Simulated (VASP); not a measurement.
Computed with PBE GGA, VASP's PBE PAW potentials (set 64) (plane waves; VASP). Each cell was relaxed at this level.

Without a dispersion term in the relaxation, distances and binding between the weakly bound layers, chains or molecules are unreliable, and so is what depends on them.

### Question
Which of these has an unstable (imaginary) mode at Γ?
A. InSb, F-43m (216)
B. SnO, P4/nmm (129)
C. KTaO3, Pm-3m (221)
D. Tc, P6_3/mmc (194)

### Answer
C, KTaO3, Pm-3m (221). Its optical Γ-point modes are 69i (×3), 179 (×3), 263 (×3), 505 (×3) cm⁻¹.
